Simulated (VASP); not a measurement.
# Na3AlO3 (C2/m) in VASP: phonons with PBE

Aim: the phonons of Na3AlO3 with PBE.

Everything below comes from runs of VASP 6.6.1. Logs are shortened: lines on timing, memory, paths and dates and some standing lists are left out, and cuts for length are marked.

### Step 1. Starting point

The structure is monoclinic, space group C2/m (No. 12). Conventional cell: a = 5.886 Å, b = 12.780 Å, c = 5.524 Å, α = 90.00°, β = 104.85°, γ = 90.00°. Na (site symmetry 2) has 4 O at 2.29 to 2.33 Å as nearest neighbours. Around Na (site symmetry m) lie 4 O at 2.28 to 2.48 Å. Around Na (site symmetry 2) lie 4 O at 2.41 to 2.62 Å. Around Al (site symmetry 2) lie 4 O at 1.75 to 1.84 Å. Around O (site symmetry 1) lie 1 Al at 1.75 Å. Around O (site symmetry m) lie 2 Al at 1.84 Å.

The cell was built by a generator and needn't be a form met in nature.

### Step 2. Phonons, PBE

File POSCAR:

```
Na3AlO3
1.0
    2.9430780000     -6.3898000000      0.0000000000
    2.9430780000      6.3898000000      0.0000000000
   -1.4155620000      0.0000000000      5.3391790000
Na Al O
6 2 6
Direct
    0.7598130000      0.2401870000      0.5000000000
    0.2401870000      0.7598130000      0.5000000000
    0.2335740000      0.2335740000      0.4707550000
    0.7664260000      0.7664260000      0.5292450000
    0.6667810000      0.3332190000      0.0000000000
    0.3332190000      0.6667810000      0.0000000000
    0.0997370000      0.9002630000      0.0000000000
    0.9002630000      0.0997370000      0.0000000000
    0.9599220000      0.6265420000      0.7660520000
    0.3734580000      0.0400780000      0.2339480000
    0.8567730000      0.8567730000      0.1512260000
    0.6265420000      0.9599220000      0.7660520000
    0.0400780000      0.3734580000      0.2339480000
    0.1432270000      0.1432270000      0.8487740000
```

File INCAR.step1:

```
SYSTEM = Na3AlO3
PREC = Accurate
ENCUT = 520
EDIFF = 1E-8
ISMEAR = 0
SIGMA = 0.03
LREAL = .FALSE.
LASPH = .TRUE.
NELM = 60
ALGO = Normal
ISIF = 3
LWAVE = .FALSE.
LCHARG = .FALSE.
GGA = PE
KPAR = 8
IBRION = 2
NSW = 40
EDIFFG = -0.002
```

File INCAR.step2:

```
SYSTEM = Na3AlO3
PREC = Accurate
ENCUT = 520
EDIFF = 1E-8
ISMEAR = 0
SIGMA = 0.03
LREAL = .FALSE.
LASPH = .TRUE.
NELM = 60
ALGO = Normal
ISIF = 2
LWAVE = .FALSE.
LCHARG = .FALSE.
GGA = PE
KPAR = 8
IBRION = 6
NFREE = 2
POTIM = 0.015
NSW = 1
```

File KPOINTS:

```
Automatic mesh
0
G
  4 4 4
  0 0 0
```

Potentials or basis: VASP PAW PBE potentials, release 64 (Na_pv, Al, O).

Started as:

```bash
$ cat potpaw_PBE.64/Na_pv/POTCAR potpaw_PBE.64/Al/POTCAR potpaw_PBE.64/O/POTCAR > POTCAR
$ cp INCAR.step1 INCAR
$ mpirun -np 8 vasp_std > vasp.out
$ cp CONTCAR POSCAR
$ cp INCAR.step2 INCAR
$ mpirun -np 8 vasp_std > vasp.out
```

OUTCAR:

```text
SYSTEM = Na3AlO3
   PREC = Accurate
   ENCUT = 520
   EDIFF = 1E-8
   ISMEAR = 0
   LREAL = .FALSE.
   LASPH = .TRUE.
   NELM = 60
   ISIF = 2
   GGA = PE
   IBRION = 6
   NFREE = 2
   POTIM = 0.015
   NSW = 1

 ion  position               nearest neighbor table
   1  0.760  0.240  0.500-   9 2.29  10 2.29  12 2.33  13 2.33
   2  0.240  0.760  0.500-  12 2.29  13 2.29   9 2.33  10 2.33
   3  0.233  0.233  0.471-  14 2.28   8 2.91   7 2.91
   4  0.767  0.767  0.529-  11 2.28   8 2.91   7 2.91
   5  0.667  0.333  0.000-   8 2.98   7 3.07   7 3.07
   6  0.333  0.667  0.000-   7 2.98   8 3.07   8 3.07
   7  0.100  0.900  0.000-   9 1.75  10 1.75  11 1.84  14 1.84   8 2.55   4 2.91   3 2.91   6 2.98
                             5 3.07   5 3.07
   8  0.900  0.100  0.000-  12 1.75  13 1.75  11 1.84  14 1.84   7 2.55   4 2.91   3 2.91   5 2.98
                             6 3.07   6 3.07
   9  0.960  0.627  0.766-   7 1.75   1 2.29   2 2.33
  10  0.373  0.040  0.234-   7 1.75   1 2.29   2 2.33
  11  0.857  0.857  0.151-   7 1.84   8 1.84   4 2.28
  12  0.627  0.960  0.766-   8 1.75   2 2.29   1 2.33
  13  0.040  0.373  0.234-   8 1.75   2 2.29   1 2.33
  14  0.143  0.143  0.849-   7 1.84   8 1.84   3 2.28

  LATTYP: Found a base centered monoclinic cell.
 ALAT       =     5.8880666709
 B/A-ratio  =     2.1709936818
 C/A-ratio  =     0.9380004211
 COS(beta)  =    -0.2564740194

  Lattice vectors:

 A1 = (   2.9440333324,  -6.3914777702,  -0.0001342266)
 A2 = (   2.9440333324,   6.3914777702,  -0.0001342266)
 A3 = (  -1.4162649341,   0.0000000000,   5.3383351560)

Analysis of symmetry for initial positions (statically):
=====================================================================
 Subroutine PRICEL returns:
 Original cell was already a primitive cell.

 Routine SETGRP: Setting up the symmetry group for a
 base centered monoclinic supercell.

 Subroutine GETGRP returns: Found  4 space group operations
 (whereof  4 operations were pure point group operations)
 out of a pool of  4 trial point group operations.

The static configuration has the point symmetry C_2h.

Analysis of symmetry for dynamics (positions and initial velocities):
=====================================================================
 Subroutine PRICEL returns:
 Original cell was already a primitive cell.

 Routine SETGRP: Setting up the symmetry group for a
 base centered monoclinic supercell.

 Subroutine GETGRP returns: Found  4 space group operations
 (whereof  4 operations were pure point group operations)
 out of a pool of  4 trial point group operations.

The dynamic configuration has the point symmetry C_2h.

 Subroutine INISYM returns: Found  4 space group operations
 (whereof  4 operations are pure point group operations),
 and found     1 'primitive' translations

----------------------------------------------------------------------------------------

                                     Primitive cell

  volume of cell :     200.8975

  direct lattice vectors                    reciprocal lattice vectors
     2.944033332 -6.391477770 -0.000134227     0.169837088 -0.078229170  0.045057926
     2.944033332  6.391477770 -0.000134227     0.169837088  0.078229170  0.045057926
    -1.416264934  0.000000000  5.338335156     0.000008541  0.000000000  0.187326585

  length of vectors
     7.036925491  7.036925491  5.523009017     0.192339950  0.192339950  0.187326585

  position of ions in fractional coordinates (direct lattice)
     0.759901307  0.240098693  0.500000000
     0.240098693  0.759901307  0.500000000
     0.233459180  0.233459180  0.470790286
     0.766540820  0.766540820  0.529209714
     0.666832644  0.333167356  0.000000000
     0.333167356  0.666832644  0.000000000
     0.099737518  0.900262482  0.000000000
     0.900262482  0.099737518  0.000000000
     0.960066336  0.626570931  0.766084155
     0.373429069  0.039933664  0.233915845
     0.856993534  0.856993534  0.151319872
     0.626570931  0.960066336  0.766084155
     0.039933664  0.373429069  0.233915845
     0.143006466  0.143006466  0.848680128

[... 45 lines left out ...]
  0.000000  0.000000  0.000000      1.000000
  0.250000  0.000000  0.000000      4.000000
  0.500000  0.000000  0.000000      2.000000
  0.250000  0.250000  0.000000      2.000000
  0.500000  0.250000  0.000000      4.000000
 -0.250000  0.250000  0.000000      2.000000
[... 16 lines left out ...]
 -0.250000  0.250000  0.500000      2.000000
  0.500000  0.500000  0.500000      1.000000
   k-points           NKPTS =     24   k-points in BZ     NKDIM =     24   number of bands    NBANDS=     50
   number of dos      NEDOS =    301   number of ions     NIONS =     14
   total plane-waves  NPLWV = 122472
   dimension x,y,z NGX =    54 NGY =   54 NGZ =   42
   dimension x,y,z NGXF=   108 NGYF=  108 NGZF=   84
   ions per type =               6   2   6
   NGX,Y,Z   is equivalent  to a cutoff of  12.76, 12.76, 12.64 a.u.
   NGXF,Y,Z  is equivalent  to a cutoff of  25.51, 25.51, 25.28 a.u.
 SYSTEM =  Na3AlO3
   PREC   = accura    normal or accurate (medium, high low for compatibility)
   ISTART =      0    job   : 0-new  1-cont  2-samecut
   ICHARG =      2    charge: 1-file 2-atom 10-const
   ISPIN  =      1    spin polarized calculation?
   LNONCOLLINEAR =      F non collinear calculations
   LSORBIT =      F    spin-orbit coupling
   LASPH  =      T    aspherical Exc in radial PAW
   ENCUT  =  520.0 eV  38.22 Ry    6.18 a.u.  13.08 13.08 10.27*2*pi/ulx,y,z
   NELM   =     60;   NELMIN=  2; NELMDL=  0     # of ELM steps
   EDIFF  = 0.1E-07   stopping-criterion for ELM
   LREAL  =      F    real-space projection
   EDIFFG = 0.1E-06   stopping-criterion for IOM
   NSW    =    205    number of steps for IOM
   IBRION =      6    ionic relax: 0-MD 1-quasi-New 2-CG
   NFREE  =      2    steps in history (QN), initial steepest desc. (CG)
   ISIF   =      2    stress and relaxation
   ISYM   =      2    0-nonsym 1-usesym 2-fastsym
   POTIM  = 0.0150    time-step for ionic-motion
   TEBEG  =    0.0;   TEEND  =   0.0 temperature during run
   PSTRESS=    0.0 pullay stress
   NELECT =      84.0000    total number of electrons
   NUPDOWN=      -1.0000    fix difference up-down
   EMIN   =  10.00;   EMAX   =-10.00  energy-range for DOS
   EFERMI =   0.00;   METHOD = LEGACY
   ISMEAR =     0;   SIGMA  =   0.03  broadening in eV -4-tet -1-fermi 0-gaus
   EFERMI_NEDOS =   21; number of points for ismear=-14 and -15
   IALGO  =     38    algorithm
   IMIX   =      4    mixing-type and parameters
     AMIX     =   0.40;   BMIX     =  1.00
     AMIX_MAG =   1.60;   BMIX_MAG =  1.00
  volume/ion in A,a.u.               =      14.35        96.84
  Fermi-wavevector in a.u.,A,eV,Ry     =   1.224174  2.313353 20.389710  1.498601
  Thomas-Fermi vector in A             =   2.359258
   LORBIT       =      0    0 simple, 1 ext, 2 COOP (PROOUT), +10 PAW based schemes
   GGA     = PE    functional components
   LHFCALC =     F    Hartree Fock is set to
   AEXX    =    0.0000 exact exchange contribution
   IVDW    =     0    specifies the selected vdW correction
   LEPSILON=     F    determine dielectric tensor
   LRPA    =     F    only Hartree local field effects (RPA)
 finite differences with symmetry
 non-spin polarized calculation
 Gauss-broadening in eV      SIGMA  =   0.03
  energy-cutoff  :      520.00
  volume of cell :      200.90
 maximum number of plane-waves:      5430
 NGX is ok and might be reduce to    54
   NGX = 27   NGY = 27   NGZ = 21

--------------------------------------- Ionic step        1  -------------------------------------------

 number of electron      84.0000007 magnetization

 Free energy of the ion-electron system (eV)
  ---------------------------------------------------
  ext. energy  EPLUGINS =         0.00000000
  ---------------------------------------------------
  free energy    TOTEN  =       -72.87919518 eV

  energy without entropy =      -72.87919518  energy(sigma->0) =      -72.87919518

------------------------ aborting loop because EDIFF is reached ----------------------------------------

  FORCE on cell =-STRESS in cart. coord.  units (eV):
  Direction    XX          YY          ZZ          XY          YZ          ZX
  --------------------------------------------------------------------------------------
  -------------------------------------------------------------------------------------
  Total       -0.0038621     -0.0011141      0.0047565      0.0000000      0.0000000     -0.0004438
  in kB       -0.0308007     -0.0088854      0.0379339      0.0000000      0.0000000     -0.0035392
  external PRESSURE =      -0.0005841 kB  Pullay stress =       0.0000000 kB
[... 125 lines left out ...]
  FREE ENERGIE OF THE ION-ELECTRON SYSTEM (eV)
  ---------------------------------------------------
  free  energy   TOTEN  =       -72.8786325193 eV

  energy  without entropy=      -72.8786325193  energy(sigma->0) =      -72.87863252

[... ionic steps 4 to 34 ...]

--------------------------------------- Ionic step       35  -------------------------------------------

 number of electron      84.0000005 magnetization

------------------------ aborting loop because EDIFF is reached ----------------------------------------
[... 91 lines left out ...]
--------------------------------------- Ionic step       37  -------------------------------------------

 number of electron      84.0000005 magnetization

 Free energy of the ion-electron system (eV)
  ---------------------------------------------------
  ext. energy  EPLUGINS =         0.00000000
  ---------------------------------------------------
  free energy    TOTEN  =       -72.87802929 eV

  energy without entropy =      -72.87802929  energy(sigma->0) =      -72.87802929

 E-fermi :   0.9280     XC(G=0):  -8.7357

 val. band max:        0.7112821563   @ k =   0.2500   0.2500   0.5000
 cond. band min:       3.2209122649   @ k =   0.0000   0.0000   0.0000
 fundamental gap:      2.5096301086
 Fermi energy:         0.9280420755

 k-point     1 :       0.0000    0.0000    0.0000
  band No.  band energies     occupation
      1     -21.6176      2.00000
      2     -21.4668      2.00000
      3     -21.4255      2.00000
      4     -21.4039      2.00000
      5     -21.4021      2.00000
      6     -21.3957      2.00000
[... 1302 lines left out ...]
  FREE ENERGIE OF THE ION-ELECTRON SYSTEM (eV)
  ---------------------------------------------------
  free  energy   TOTEN  =       -72.8780292905 eV

  energy  without entropy=      -72.8780292905  energy(sigma->0) =      -72.87802929

 INTERNAL STRAIN TENSORS FROM DISPLACED ATOMS
 ============================================

 INTERNAL STRAIN TENSOR FOR ION    1 for displacements in x,y,z  (eV/Angst):
          X           Y           Z          XY          YZ          ZX
  --------------------------------------------------------------------------------
  x     0.00000     0.00000     0.00000     0.11663     1.67921     0.00000
  y    -0.17122     0.56962     0.82084     0.00000     0.00000     2.23664
  z     0.00000     0.00000     0.00000     2.05934     0.90322     0.00000
[... 8 lines left out ...]
 INTERNAL STRAIN TENSOR FOR ION   14 for displacements in x,y,z  (eV/Angst):
          X           Y           Z          XY          YZ          ZX
  --------------------------------------------------------------------------------
  x   -14.79507   -10.44522    -4.36486     0.00000     0.00000     6.65038
  y     0.00000     0.00000     0.00000   -14.20445     8.84748     0.00000
  z     5.79314     6.75752     3.31610     0.00000     0.00000    -6.18149

 Eigenvectors and eigenvalues of the dynamical matrix
   1 f  =   23.226966 THz   145.939333 2PiTHz  774.768199 cm-1    96.058971 meV
   2 f  =   23.155836 THz   145.492409 2PiTHz  772.395553 cm-1    95.764800 meV
   3 f  =   22.704755 THz   142.658184 2PiTHz  757.349112 cm-1    93.899280 meV
   4 f  =   20.480962 THz   128.685678 2PiTHz  683.171346 cm-1    84.702414 meV
   5 f  =   18.840147 THz   118.376133 2PiTHz  628.439647 cm-1    77.916551 meV
   6 f  =   18.284487 THz   114.884819 2PiTHz  609.904831 cm-1    75.618527 meV
[... 31 lines left out ...]
  38 f  =    3.102766 THz    19.495251 2PiTHz  103.497118 cm-1    12.832001 meV
  39 f  =    2.123253 THz    13.340791 2PiTHz   70.824091 cm-1     8.781064 meV
  40 f/i=    0.012302 THz     0.077295 2PiTHz    0.410345 cm-1     0.050876 meV
  41 f/i=    0.014974 THz     0.094084 2PiTHz    0.499476 cm-1     0.061927 meV
  42 f/i=    0.017880 THz     0.112340 2PiTHz    0.596397 cm-1     0.073944 meV

 ELASTIC MODULI CONTR FROM IONIC RELAXATION (kBar)
 Direction    XX          YY          ZZ          XY          YZ          ZX
 --------------------------------------------------------------------------------
 XX        -408.3728   -222.0149   -265.9563      0.0000     -0.0000      4.8343
 YY        -222.0149   -705.6800   -216.9188      0.0000     -0.0000      0.0714
 ZZ        -265.9563   -216.9188   -428.5606      0.0000     -0.0000   -258.8793
 XY           0.0000     -0.0000      0.0000   -728.3102    -30.4856      0.0000
 YZ          -0.0000     -0.0000     -0.0000    -30.4856   -393.0402     -0.0000
 ZX           4.8343      0.0714   -258.8793      0.0000     -0.0000   -380.4111
 --------------------------------------------------------------------------------
```

Wall time 23 min (8 MPI ranks of AMD EPYC 9R45 (Zen 5), shared host); peak memory 0.74 GiB.

Results:

| Item | Value |
| --- | --- |
| Highest phonon frequency at Γ, LO-TO splitting left out | 775 cm⁻¹ |

Phonon frequencies in cm⁻¹ (negative: imaginary):
| q point | frequencies |
| --- | --- |
| (0.000, 0.000, 0.000) | -1 0 0 71 103 115 119 122 126 150 157 162 173 177 198 201 207 219 228 229 247 251 262 285 287 290 294 336 345 352 354 389 437 466 502 600 610 628 683 757 772 775 |
